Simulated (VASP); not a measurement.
```xyz
2
Lattice="2.9100 0.0000 0.0000 0.0000 2.9100 0.0000 0.0000 0.0000 2.9100" Properties=species:S:1:pos:R:3 pbc="T T T"
Al     1.4550     1.4550     1.4550
Fe     0.0000     0.0000     0.0000
```

The numbers are results of vdW-DF-cx, VASP's PBE PAW potentials (set 64) (plane waves; VASP), not measurements. Numerical set-up: 520 eV cut-off, 11×11×11 Γ-centred mesh, first-order Methfessel-Paxton smearing of 0.10 eV, potentials Al Fe.

Energy and stress use the plane-wave basis of the starting cell.

Question: The ions, cell shape and volume are relaxed. Predict the relaxed structure.

Answer: 
```xyz
2
Lattice="2.8487 0.0000 0.0000 0.0000 2.8487 0.0000 0.0000 0.0000 2.8487" Properties=species:S:1:pos:R:3 pbc="T T T"
Al     1.4244     1.4244     1.4244
Fe     0.0000     0.0000     0.0000
```
Space group Pm-3m (221), at a tolerance of 0.03 Å.

Question: How do energy and volume change from the first to the last step?

Answer: The energy (σ→0) changes by -27.0 meV/atom and the volume by -6.2 %, in 3 ionic steps.

| step | E(σ→0) (eV) | max force (eV/Å) | pressure (GPa) | volume (Å³) |
|---|---|---|---|---|
| 1 | -9.3784 | 0.000 | -10.64 | 24.64 |
| 2 | -9.3870 | 0.000 | 12.07 | 21.84 |
| 3 | -9.4324 | 0.000 | -0.10 | 23.12 |

The compound is FeAl in the CsCl type structure. This run relaxes it. Symmetry was kept, so distortions that lower it aren't found. The run is not spin-polarised, so no magnetic state was tried. The electron count is odd and the run is not spin-polarised, which forces a metal.
